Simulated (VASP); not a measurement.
C: relaxation of cell and atoms with r2SCAN+rVV10

Crystal: C.

```
C
1.0
     2.46729    0.00000    0.00000
    -1.23365    2.13674    0.00000
     0.00000    0.00000    7.80307
C
4
Direct
  0.00000 0.00000 0.25000
  0.00000 0.00000 0.75000
  0.33333 0.66667 0.25000
  0.66667 0.33333 0.75000
```

```
Program                : VASP 6.6.1
Task                   : relaxation of cell and atoms
Functional             : r2SCAN
Dispersion             : rVV10
Potentials or basis    : VASP PAW PBE potentials, release 64 (C)
Cutoff                 : 600 eV
k mesh                 : 21 × 21 × 6
Occupations            : gaussian, width 0.1 eV
Spin                   : no spin polarisation
Further INCAR settings : ALGO = Normal; EDIFF = 1e-07; IBRION = 2; EDIFFG = -0.005; NSW = 90; ISIF = 3
```

| Item | Value |
| --- | --- |
| Relaxed volume | 8.64 Å³/atom |
| Relaxed cell | a = 2.456 Å, b = 2.456 Å, c = 6.615 Å, α = 90.00°, β = 90.00°, γ = 120.00° |
| Space group after relaxing (to 0.05 Å) | P6_3/mmc (No. 194) |
| Energy gained by relaxing | 21.2 meV/atom |
| Ionic steps | 12 |
| Pressure after relaxing | 0.0 GPa |
| Band gap on the k mesh | none (metal or under the smearing width) |

The path:
```csv
step,energy change (eV),largest force (eV/Å),pressure (GPa),volume (Å³)
1,0.0000,0.0000,-3.91,41.14
2,0.0175,0.0000,6.75,39.66
3,-0.0067,0.0000,-0.40,40.62
4,-0.0125,0.0000,-0.41,40.28
5,-0.0298,0.0000,-0.43,39.27
6,-0.0622,0.0000,-0.35,37.23
7,-0.0754,0.0000,0.88,33.17
8,-0.0834,0.0000,0.03,35.15
9,-0.0849,0.0000,0.19,34.66
10,-0.0849,0.0000,0.23,34.54
11,-0.0821,0.0000,-2.72,34.81
12,-0.0849,0.0000,0.00,34.56
```

Final structure:
```yaml
crystal:
  lattice:
    - [2.45595, 0.00000, 0.00000]
    - [-1.22797, 2.12691, 0.00000]
    - [0.00000, 0.00000, 6.61545]
  atoms:
    - { symbol: C, position: [0.00000, 0.00000, 0.25000] }
    - { symbol: C, position: [0.00000, 0.00000, 0.75000] }
    - { symbol: C, position: [0.33333, 0.66667, 0.25000] }
    - { symbol: C, position: [0.66667, 0.33333, 0.75000] }
```

Levels at points of the mesh, in eV from the Fermi level:
```csv
k point,band 4,band 5,band 6,band 7,band 8,band 9,band 10,band 11,band 12
"(0.00, 0.00, 0.00)",-6.92,-3.18,-3.18,-3.16,-3.16,4.48,8.74,8.74,8.80
"(0.00, 0.00, 0.50)",-8.13,-3.17,-3.17,-3.17,-3.17,7.39,7.39,8.77,8.77
```

Wall time 38 min on 1 thread of Intel(R) Xeon(R) 6975P-C (Granite Rapids) (shared host), peak memory 0.33 GiB.

Caveat: the volume moved by over 15 % at a fixed basis, so the end points are rough; the PAW data sets were made with another functional, which shifts forces and pressure a little.
